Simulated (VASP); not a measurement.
Energy against volume of Cu (fcc). These are AM05 GGA, VASP's PBE PAW potentials (set 64) (plane waves; VASP 6.6.1) values and carry that method's errors.

```csv
V (Å³/atom),E (eV/atom)
10.668,-4.04198
11.008,-4.05945
11.349,-4.06447
11.689,-4.05908
12.030,-4.04500
```

Question: Fit a third-order Birch-Murnaghan equation of state.

Answer: 
```
Property                                          Value
---------------------------------------  --------------
volume per atom                          11.33 Å^3/atom
bulk modulus                                    164 GPa
pressure derivative of the bulk modulus            5.00
lattice constant a                             356.6 pm
```

Measured: bulk modulus 144 GPa at 0 K (computed value off by +13.6 %), as given by Daniel Mejia-Rodriguez et al., Physical Review B (2018), arXiv:1807.09216 [0 K value with the zero-point phonon effect removed]; a 3.595 Å at 0 K (computed value off by -0.8 %), as given by Gábor I. Csonka et al., Physical Review B (2009), arXiv:0903.4037 [low-temperature or extrapolated to 0 K; zero-point anharmonic expansion removed].

The compound is Cu in the fcc structure. It was relaxed first.
